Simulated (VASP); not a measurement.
A run of VASP 6.6.1 is set up as follows.

The input INCAR:

```
ALGO     = Fast           # electronic algorithm
EDIFF    = 1E-6           # SCF threshold, eV
ENCUT    = 520            # plane-wave cutoff, eV
GGA      = PS             # functional
ISIF     = 2              # what is computed and relaxed
ISMEAR   = -1             # smearing method
LASPH    = True           # aspherical terms in the spheres
LCHARG   = False          # write CHGCAR
LREAL    = Auto         
LWAVE    = False          # write WAVECAR
NBANDS   = 40             # bands
NELM     = 100            # most SCF steps
PREC     = Accurate       # precision mode
SIGMA    = 0.05           # smearing width, eV
```

Contents of KPOINTS:

```
k-points
0
Gamma
  4 3 1
```

POSCAR

```
Be18Ga
1.0
    4.5800000000      0.0000000000      0.0000000000
    3.4350000000      5.9495950000      0.0000000000
    0.0000000000      0.0000000000     15.5884300000
Be Ga
18 1
Direct
    0.0000000000      0.0000000000      0.0641500780
    0.5000000000      0.0000000000      0.0641500780
    0.0000000420      0.3333332773      0.0641500780
    0.5000000420      0.3333332773      0.0641500780
   -0.0000000420      0.6666667227      0.0641500780
    0.4999999580      0.6666667227      0.0641500780
   -0.1712994785      0.2256965390      0.1814502166
    0.3349437277      0.2239562525      0.1809928902
   -0.1655857559      0.5584232204      0.1826530959
    0.3303718449      0.5565146871      0.1817392771
   -0.1656805033      0.8872392154      0.1807248709
    0.3317809195      0.8914431991      0.1804764174
   -0.0071683084      0.0018488653      0.2947443713
    0.5016337471      0.0001421946      0.2954280835
    0.0008701036      0.3302468487      0.3002329933
    0.4968059660      0.3340229041      0.3004117156
   -0.0020870266      0.6690295726      0.3012336714
    0.4970616872      0.6671855815      0.2976750064
    0.2870464253      0.9329803121      0.4357802550
```

Potentials or basis: VASP PAW PBE potentials, release 64 (Be, Ga_d).

The run is started by

```bash
$ cat potpaw_PBE.64/Be/POTCAR potpaw_PBE.64/Ga_d/POTCAR > POTCAR
$ mpirun -np 1 vasp_std > vasp.out
```

**Question.** Estimate the largest force.

**Answer.** 0.152 eV/Å.

**Question.** Estimate the band gap on the k mesh.

**Answer.** None (metal or under the smearing width).

Forces on the atoms (eV/Å):
```
Be  -0.137  0.057 -0.028
Be   0.135 -0.053 -0.046
Be  -0.013  0.070 -0.016
Be   0.018 -0.044  0.042
Be  -0.053  0.017  0.029
Be   0.044 -0.044 -0.053
Be   0.001  0.002  0.003
Be  -0.004 -0.002  0.000
Be   0.001 -0.003  0.000
Be   0.001  0.002  0.000
Be   0.001  0.001  0.002
Be   0.003  0.003  0.001
Be  -0.009  0.000  0.013
Be  -0.001  0.005  0.006
Be  -0.001 -0.002  0.012
Be   0.006 -0.002  0.012
Be   0.001 -0.004  0.011
Be   0.007  0.000  0.010
Ga  -0.001 -0.002  0.002
```

Caveat: the k mesh is coarse (spacing up to 0.40 Å⁻¹), so the values aren't converged; the PAW data sets were made with another functional, which shifts forces and pressure a little.
